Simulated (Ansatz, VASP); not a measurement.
# ReW (Re-W stack, (100) layers): VASP beside Ansatz

Wanted: the spread between two codes on one cell, functional and k mesh. The structure shown is the start of the Ansatz relaxation below; VASP solves that cell, so the two are compared at the walk's first step.

Calculated with Ansatz 0.2.0; plane waves, with VASP 6.6.1 beside it; LDA.

### Step 1. Set-up

The cell holds 2 atoms: 1 Re and 1 W. Cell: a = 2.815 Å, b = 2.815 Å, c = 27.781 Å, α = 90.0°, β = 90.0°, γ = 90.0°. It derives from ReW. Vacuum lies along c. The height across the vacuum is the one that the program set for its solve, not the one typed.

### Step 2. Ansatz: relaxation, LDA

Ansatz runs on its PAW soft_1 files.

The two programs are compared at the cell with which this relaxation starts, whose forces are those of its first step.

File input.yaml:

```yaml
crystal:
  lattice:
    - [2.81524, 0.0, 0.0]
    - [0.0, 2.81524, 0.0]
    - [0.0, 0.0, 12.99068]
  atoms:
    - { symbol: Re, position: [0.0, 0.0, 0.42338061] }
    - { symbol: W, position: [0.5, 0.5, 0.57661939] }
  periodic: [true, true, false]
kpoints:
  mp_grid: { grid: [8, 8, 1] }
hamiltonian:
  xc: lda
  pseudopotentials: { kind: paw, azcp: { folder: soft_1 }, xc_functional: pbe }
scf:
  occupations: { method: gaussian, width: 0.1 }
output:
  forces: true
  stress: true
  eigenvalues: true
relax:
  adjacent_minimum: "off"
  f_tol: 0.05
  max_steps: 80
  cell: { stress_2d_tol: 0.02 }
```

Started as:

```console
$ ansatz run input.yaml --threads 4 --pin off --max-ram 12288MiB --backend cpu --events-out ev --progress --plain --runs-dir out
```

Numbers of over 12 decimals in the logs are rounded to 6 here.

What it wrote:

```text
Warning: crystal.periodic: the lattice vector that does not repeat stood 0.000° off the slab's normal, 12.991 Å along it as the deck builds it. The run solves the slab on a vector along the normal, 27.781 Å long, with every atom where it was (on the deck's vector they left 11.00 Å outside them, and the widest stretch free of ions among them is 1.99 Å). A fractional position that the run reports is one of the run's ce [...]
The last accepted step is kept in <dir> (removed where the run ends without a failure and the disk answers)
crystal.periodic: the lattice vector that does not repeat stood 0.000° off the slab's normal, 12.991 Å along it as the deck builds it. The run solves the slab on a vector along the normal, 27.781 Å long, with every atom where it was (on the deck's vector they left 11.00 Å outside them, and the widest stretch free of ions among them is 1.99 Å). A fractional position that the run reports is one of the run's cell, which [...]
Engine: ansatz 0.2.0, aarch64-unknown-linux-gnu
Pseudopotentials: kind: paw
Pseudopotential: Re, paw, valence charge 15, recommended cutoff 420 eV (normal), soft_1/Re.paw.azcp
Pseudopotential: W, paw, valence charge 14, recommended cutoff 420 eV (normal), soft_1/W.paw.azcp
Functional definition: SPW92
  exchange = slater_x
  correlation = pw_c
Crystal: 2 atoms, lattice volume = 220.183 Å³
Basis set: ecut = 420 eV, 4361 PW (Γ)
Bands: 19, of which v1, the nominal top of the filled ones, is band 15 counted from 1 (14 counted from 0)
Symmetry: 8 space group operations
Space group: P4mm (ITA 99), of the structure as read, at distance tolerance 6.0e-5 Å
k-points: 15 of 64
Non-local potential: Re, projectors of the file, l = 0: 3, l = 1: 2, l = 2: 2, l = 3: 1
Non-local potential: W, projectors of the file, l = 0: 3, l = 1: 2, l = 2: 2, l = 3: 1
PAW form: soft (Blöchl's): semilocal exchange-correlation on the pseudo side does not see the compensation charge
PAW frozen core: Re, regenerated for the run's functional, and the local potential with it (the file was generated under x = pbe(κ = 0.804, μ = 0.219515), c = pbe(β = 0.066725))
PAW frozen core: W, regenerated for the run's functional, and the local potential with it (the file was generated under x = pbe(κ = 0.804, μ = 0.219515), c = pbe(β = 0.066725))
PAW one-centre angular grid: Re, 590 points (default); XC on 64 Gauss nodes
PAW one-centre angular grid: W, 590 points (default); XC on 64 Gauss nodes
Initial density: superposition of atomic densities (neutral atoms: chi_scale 0, normalization atom)
Initial wavefunctions: pseudopotential atomic-orbital guess
Functional: x = slater, c = lda
SCF iter   1: F=—  HF=-20735.828340 eV  |F-HF|=—  |Δ(HF+E_count)|=         —  Δρ=2.80e-2  dr2=6.25e0  ethr=3.10e-3  ⟨swp⟩=12.2  Hψ=2428  notcnv=0
preconditioner: auto → LDOS  [metal: Δε(μ)=0.056 eV  Ē_g=4.670 eV  σ=0.100 eV  W_gap=0.30  n_scr=16 (ndim 8)  ℏωp=9.0 eV  f_vac=0.754  D(μ)=3.69/eV (n_scr^D=14)  β→1.0]
[...]
SCF iter   4: F=—  HF=-20735.126175 eV  |F-HF|=—  |Δ(HF+E_count)|=   1.42e-5  Δρ=5.73e-5  dr2=1.34e-5  ethr=8.45e-7  ⟨swp⟩=3.3  Hψ=539  notcnv=0
SCF iter   5: F=—  HF=-20735.126167 eV  |F-HF|=—  |Δ(HF+E_count)|=   8.75e-6  Δρ=1.39e-5  dr2=1.63e-6  ethr=4.64e-8  ⟨swp⟩=3.6  Hψ=573  notcnv=0
SCF iter   6: F=-20735.126167 eV  HF=-20735.126167 eV  |F-HF|=1.84e-8  |Δ(HF+E_count)|=   4.41e-7  Δρ=4.89e-6  dr2=1.83e-7  ethr=6.90e-10  ⟨swp⟩=14.1  Hψ=1928  notcnv=0
SCF 6 converged in 6 iterations: F = -20735.126167 eV  dr2 = 1.83e-7
relax step   6: F+E_penalty+E_count = -20735.12616708 eV  Δ(F+E_penalty+E_count) = -1.817e-2 eV  max|allowed force component| = 3.907e-2 eV/Å  Δτ_max = 0.0140 Å  P = +0.784 N/m  Ω = 222.044 Å³  energy of the carried Pulay correction = -7.331e-5 eV  fix = [c, alpha, beta]  reactions: c +0.000 N/m  (6 SCF iters, dr2 threshold 2.00e-7 eV, accepted)
[...]
relax step   7: F+E_penalty+E_count = -20735.12744820 eV  Δ(F+E_penalty+E_count) = -1.281e-3 eV  max|allowed force component| = 1.129e-2 eV/Å  Δτ_max = 0.0040 Å  P = +0.029 N/m  Ω = 223.794 Å³  energy of the carried Pulay correction = -1.417e-4 eV  fix = [c, alpha, beta]  reactions: c +0.000 N/m  (6 SCF iters, dr2 threshold 2.00e-7 eV, accepted)
[...]
relax step   8: F+E_penalty+E_count = -20735.12745127 eV  Δ(F+E_penalty+E_count) = -3.074e-6 eV  max|allowed force component| = 4.923e-4 eV/Å  Δτ_max = 0.0003 Å  P = -0.001 N/m  Ω = 223.798 Å³  energy of the carried Pulay correction = -1.419e-4 eV  fix = [c, alpha, beta]  reactions: c -0.000 N/m  (5 SCF iters, dr2 threshold 1.45e-9 eV, accepted)
[...]
relax step   9: F+E_penalty+E_count = -20735.12763770 eV  Δ(F+E_penalty+E_count) = -1.864e-4 eV  max|allowed force component| = 3.615e-4 eV/Å  Δτ_max = 0.0000 Å  P = +0.005 N/m  Ω = 223.798 Å³  fix = [c, alpha, beta]  reactions: c +0.000 N/m  stress off target by 5.34e-3 N/m on what of the cell is left free  SCF on the basis re-selected at this cell (its energy is not comparable with the rows above)  (7 SCF iters)
basis re-selected at this cell: Δ(F+E_penalty+E_count) = -1.864e-4 eV, ΔP = +0.006 N/m vs the last step (what re-selecting the basis moved, of the pressure what is left beyond the Pulay correction that the steps carried, after the strain that the cell walked since its last selection, with what the two solves' SCF thresholds leave and, on support functions, any second-order correction that the steps lacked; it is no m [...]
SCF converged after 7 iterations
Free energy (F): -20735.127638 eV
Harris-Foulkes:  -20735.127638 eV  (|F-HF|=3.64e-11)
Internal energy: -20735.115563 eV  (E = F + TS)
E sigma→0 (E₀):  -20735.121601 eV
Entropy (-TS):   -0.012074 eV (-6.037 meV/atom)
Fermi energy:    -4.468944 eV
--- Per-component energies (eV) ---
  E_band       = -949.370639
  E_kinetic    = 948.586308
  E_local      = -57457.762753  (includes V_loc(G=0)·N_el)
  E_nonlocal   = 70.946230
  E_hartree    = 28167.105994
  E_xc         = -617.556773
  E_vxc        = -518.858931  (∫ρ·V_xc dr)
  E_paw        = -16772.650015  (= ΣΔE_a)
  E_vpaw       = -326.493877  (= ΣTr[D̂ρ^β])
  E_aug_tail   = 0.000204  (compensation charges beyond the density's cutoff)
  E_ewald      = 24925.612823
  E_core_change = 0.602419  (= ΣΔE_core)
  E_smearing   = -0.012074  (= −TS)
  E_closure    = 0.000000  (closes the sum)
  Σ components = -20735.127638   (vs F -20735.127638, Δ=0.00e0)
--- Forces (eV/Å), atoms counted from 1 ---
  atom   1  Re     0.00000000     0.00000000    -0.00032973
  atom   2  W      0.00000000     0.00000000     0.00039336
  max |Σ_I F_I| component: 6.36e-5 eV/Å
--- 2D stress c σ (N/m, compression-positive) ---
        0.005337       0.000000      -0.000000
        0.000000       0.005337       0.000000
       -0.000000       0.000000       0.000000
  P = ½ c Tr σ = 0.0053 N/m
--- Band table (eV; the first three rows and the last of 15) ---
  k-point 0: bands = [... 11 lower, -5.8858, -5.4729, -5.1324, -5.1324, -4.4923, -3.6037, -1.1182, -1.1182]
  k-point 1: bands = [... 11 lower, -6.2366, -5.5145, -5.2181, -4.5500, -4.4022, -4.2812, -1.7754, -0.5699]
  k-point 2: bands = [... 11 lower, -6.3958, -5.9760, -5.5212, -5.3169, -3.5896, -3.4941, -2.6255, -0.5487]
  k-point 14: bands = [... 11 lower, -8.2923, -3.7003, -3.7003, -2.2843, -1.5357, -0.3560, 0.2844, 0.2844]
--- Relaxed structure (8 steps of the walk, 8 accepted, 1 SCFs on fresh bases) ---
  F+E_penalty+E_count = -20735.12763770 eV   max|allowed force component| = 3.615e-4 eV/Å   (the final SCF, on the basis selected at the relaxed cell)
  cell:  # Å, volume = 223.7984 Å³
    - [2.838258, 0, 0]
    - [0, 2.838258, 0.0]
    - [0, 0.0, 27.781352]
  atoms:
    - { symbol: Re, position: [0, 0, 0.206410] }
    - { symbol: W, position: [0.500000, 0.500000, 0.261195] }
```

### Step 3. VASP: single point, LDA, start cell

The same cell, functional (in two slightly different forms), mesh and smearing now go to VASP, with its own data sets.

Lines of VASP's logs that name or quote its potential files are left out, and so is its time.

File INCAR:

```
SYSTEM = ReW
PREC = Accurate
ENCUT = 520
EDIFF = 1E-06
NELM = 120
ISMEAR = 0
SIGMA = 0.1
LREAL = .FALSE.
ALGO = Normal
GGA = CA
NBANDS = 12
LASPH = .TRUE.
LORBIT = 11
LWAVE = .FALSE.
LCHARG = .FALSE.
ISIF = 2
LDIPOL = .TRUE.
IDIPOL = 3
DIPOL = 0.5 0.5 0.234
LVHAR = .TRUE.
GGA_COMPAT = .FALSE.
NELMDL = -8
KPAR = 2
```

File POSCAR:

```
ReW
1.0
    2.8152400000      0.0000000000      0.0000000000
    0.0000000000      2.8152400000      0.0000000000
    0.0000000000      0.0000000000     27.7813520000
Re W
1 1
Direct
    0.0000000000      0.0000000000      0.1979745982
    0.5000000000      0.5000000000      0.2696297142
```

File KPOINTS:

```
Automatic mesh
0
Gamma
8 8 1
0 0 0
```

The projector-augmented-wave data sets are Re and W (LDA family, release 64).

Started as:

```console
$ mpirun -np 2 vasp_std
```

What it wrote:

```text
[banner, memory and clock lines left out]
running    2 mpi-ranks, on    1 nodes
 distrk:  each k-point on    1 cores,    2 groups
 distr:  one band on    1 cores,    1 groups

 POSCAR found type information on POSCAR ReW
 POSCAR found :  2 types and       2 ions
 LDA part: xc-table for (Slater(with rela. corr.)+CA(PZ))
 , standard interpolation
 POSCAR, INCAR and KPOINTS ok, starting setup
 FFT: planning ... GRIDC
 FFT: planning ... GRID_SOFT
 FFT: planning ... GRID
 WAVECAR not read
 entering main loop
       N       E                     dE             d eps       ncg     rms          rms(c)
DAV:   1     0.784236426742E+02    0.78424E+02   -0.35998E+03   360   0.715E+02
DAV:   2    -0.132269630974E+02   -0.91651E+02   -0.82158E+02   700   0.251E+02
DAV:   3    -0.243120741360E+02   -0.11085E+02   -0.10338E+02   576   0.634E+01
DAV:   4    -0.249235689129E+02   -0.61149E+00   -0.56057E+00   616   0.162E+01
DAV:   5    -0.249570860231E+02   -0.33517E-01   -0.32553E-01   552   0.378E+00
DAV:   6    -0.249580553942E+02   -0.96937E-03   -0.95949E-03   628   0.661E-01
DAV:   7    -0.249580676708E+02   -0.12277E-04   -0.12160E-04   536   0.452E-02
DAV:   8    -0.249580683223E+02   -0.65146E-06   -0.65082E-06   536   0.134E-02    0.245E+01
DAV:   9    -0.235521182696E+02    0.14060E+01   -0.38111E+00   584   0.205E+01    0.926E+00
DAV:  10    -0.304679319527E+02   -0.69158E+01   -0.38054E+01   664   0.441E+01    0.154E+01
DAV:  11    -0.230630634533E+02    0.74049E+01   -0.34874E+01   644   0.396E+01    0.135E+00
DAV:  12    -0.230872355940E+02   -0.24172E-01   -0.71871E-01   536   0.540E+00    0.749E-01
DAV:  13    -0.230786051751E+02    0.86304E-02   -0.27548E-02   580   0.108E+00    0.335E-01
DAV:  14    -0.230767710018E+02    0.18342E-02   -0.71573E-03   624   0.656E-01    0.185E-01
[...]
DAV:  21    -0.230771379222E+02   -0.44487E-04   -0.61225E-06   420   0.194E-02    0.316E-03
DAV:  22    -0.230771531598E+02   -0.15238E-04   -0.99541E-07   364   0.668E-03    0.477E-03
DAV:  23    -0.230771616662E+02   -0.85064E-05   -0.37069E-07   244   0.749E-03    0.385E-03
DAV:  24    -0.230771758612E+02   -0.14195E-04   -0.13114E-06   312   0.944E-03    0.225E-03
DAV:  25    -0.230771775231E+02   -0.16619E-05   -0.19752E-07   232   0.903E-03    0.185E-03
DAV:  26    -0.230771800748E+02   -0.25517E-05   -0.99732E-08   196   0.404E-03    0.801E-04
DAV:  27    -0.230771818366E+02   -0.17617E-05   -0.98105E-08   228   0.314E-03    0.343E-04
DAV:  28    -0.230771826292E+02   -0.79267E-06   -0.58092E-08   196   0.278E-03
   1 F= -.23077183E+02 E0= -.23065632E+02  d E =-.231014E-01
```

Parts of OUTCAR (step 3):

```text
ion  position               nearest neighbor table
   1  0.000  0.000  0.198-   2 2.82   2 2.82   2 2.82   2 2.82
   2  0.500  0.500  0.270-   1 2.82   1 2.82   1 2.82   1 2.82

  LATTYP: Found a simple tetragonal cell.
 ALAT       =     2.8152400000
 C/A-ratio  =     9.8682002245

 Subroutine GETGRP returns: Found  8 space group operations
 (whereof  8 operations were pure point group operations)

The static configuration has the point symmetry C_4v.

 Found     15 irreducible k-points:

   k-points           NKPTS =     15   k-points in BZ     NKDIM =     15   number of bands    NBANDS=     12

   dimension x,y,z NGX =    24 NGY =   24 NGZ =  210
   dimension x,y,z NGXF=    48 NGYF=   48 NGZF=  420

   ENCUT  =  520.0 eV  38.22 Ry    6.18 a.u.   5.23  5.23 51.65*2*pi/ulx,y,z

   NELECT =      13.0000    total number of electrons

 k-points in reciprocal lattice and weights: Automatic mesh
   0.00000000  0.00000000  0.00000000       0.016
   0.12500000  0.00000000  0.00000000       0.062
   0.25000000  0.00000000  0.00000000       0.062
   0.37500000  0.00000000  0.00000000       0.062
   0.50000000  0.00000000  0.00000000       0.031
   0.12500000  0.12500000  0.00000000       0.062
   0.25000000  0.12500000  0.00000000       0.125
   0.37500000  0.12500000  0.00000000       0.125
   0.50000000  0.12500000  0.00000000       0.062
[...]
0.50000000  0.37500000  0.00000000       0.062
   0.50000000  0.50000000  0.00000000       0.016

 dipolmoment           0.000000      0.000000      0.001101 electrons x Angstroem

 average (electrostatic) potential at core
       1 -50.6920       2 -49.1829

 E-fermi :  -3.0846

 k-point     1 :       0.0000    0.0000    0.0000
  band No.  band energies     occupation
    ...
      4      -5.3404      2.00000
      5      -4.4115      2.00000
      6      -3.4169      2.00000
      7      -3.1868      1.85166
      8      -3.1868      1.85166
      9      -1.5887      0.00000
     10      -0.9578      0.00000
     11      -0.0453      0.00000
     12      -0.0453      0.00000

 k-point     2 :       0.1250    0.0000    0.0000
  band No.  band energies     occupation
    ...
      3      -7.0036      2.00000
      4      -5.0974      2.00000
      5      -4.7170      2.00000
      6      -3.2596      1.98666
      7      -3.1449      1.60648
      8      -3.0008      0.23588
      9      -2.4122      0.00000
     10      -1.5451      0.00000
     11       0.0947      0.00000
     12       0.4335      0.00000

 k-point     3 :       0.2500    0.0000    0.0000
  band No.  band energies     occupation
    ...
      3      -6.0120      2.00000
      4      -5.0312      2.00000
      5      -4.5131      2.00000
      6      -3.7715      2.00000
      7      -3.1374      1.54523
      8      -2.5703      0.00000
      9      -2.4761      0.00000
     10      -2.1557      0.00000
     11      -0.4490      0.00000
     12       0.3426      0.00000

  Total       -9.5428922     -9.5428922     -5.7205290      0.0000000      0.0000000      0.0000000
  in kB      -69.4394660    -69.4394660    -41.6257958      0.0000000      0.0000000      0.0000000
  external PRESSURE =     -60.1682426 kB  Pullay stress =       0.0000000 kB

  energy-cutoff  :      520.00
  volume of cell :      220.18
      direct lattice vectors                 reciprocal lattice vectors
     2.815240000  0.000000000  0.000000000     0.355209503  0.000000000  0.000000000
     0.000000000  2.815240000  0.000000000     0.000000000  0.355209503  0.000000000
     0.000000000  0.000000000 27.781352000     0.000000000  0.000000000  0.035995368

 POSITION                                       TOTAL-FORCE (eV/Angst)
 -----------------------------------------------------------------------------------
      0.00000      0.00000      5.50000         0.000000      0.000000      2.863530
      1.40762      1.40762      7.49068         0.000000     -0.000000     -2.863530
 -----------------------------------------------------------------------------------
    total drift:                                0.000000     -0.000000      0.000315

  FREE ENERGIE OF THE ION-ELECTRON SYSTEM (eV)
  ---------------------------------------------------
  free  energy   TOTEN  =       -23.0771826292 eV

  energy  without entropy=      -23.0540812660  energy(sigma->0) =      -23.06563195

 vacuum level on the upper side and lower side of the slab         1.885         1.860

 total charge
# of ion       s       p       d       tot
------------------------------------------
    1        0.584   0.376   4.734   5.694
    2        0.641   0.441   3.989   5.070
--------------------------------------------------
tot          1.225   0.817   8.722  10.765

[... 3 further parts left out ...]
```

The data sets Re and W keep the semicore shell frozen, which is cheaper and a little less accurate.

### Step 4. Differences

Known differences besides the potentials themselves: the two LDA forms differ slightly; Ansatz cuts the interaction across the vacuum, VASP repeats the sheet with a dipole correction (LDIPOL); the data sets hold 29 valence electrons in Ansatz (on its PAW soft_1 files) and 13 in VASP; the cutoff is 420 eV in Ansatz and 520 eV in VASP; VASP's log shows a relativistic correction to its local exchange, Ansatz's none. Total energies have different zeros and are not compared.

Forces (eV/Å; atoms numbered as in POSCAR):

```
atom        Ansatz x, y, z          VASP x, y, z
 Re1   0.000, 0.000, 2.793   0.000, 0.000, 2.864
  W2  0.000, 0.000, -2.793  0.000, 0.000, -2.864
```

The forces differ by 40 meV/Å r.m.s., which is 2.4 % of the r.m.s. force of 1.653 eV/Å (both taken over all components). Where the cell holds vacuum, a pressure given here is an average over it and none of the material.

### Step 5. Outcome

| Property | Result |
| --- | --- |
| r.m.s. force difference (single point, LDA, start cell) | 2.4 % of the r.m.s. force |

What this shows: The r.m.s. force difference is 2.4 % of the r.m.s. force (single point, LDA, start cell), within the 3 % picked in this series as the mark of a large difference. The data sets hold unlike numbers of valence electrons (29 in Ansatz and 13 in VASP), so part of the differences may come from the potentials. Such differences can come from data sets, numerical settings and the points named under the comparisons, not from the functional's error against experiment.

[Lines on the potential files, build, host, timing and source positions are cut from VASP's logs without a mark.]

[Logs are printed without paths, hosts, clocks, repeated set-up lines and the standing remarks that a program may print on its own settings, such as how far it seeks lower states.]

[Hosts, paths, dates, database ids (printed as entryN), source tags and the programs' standing remarks are cut or masked in the printed files.]
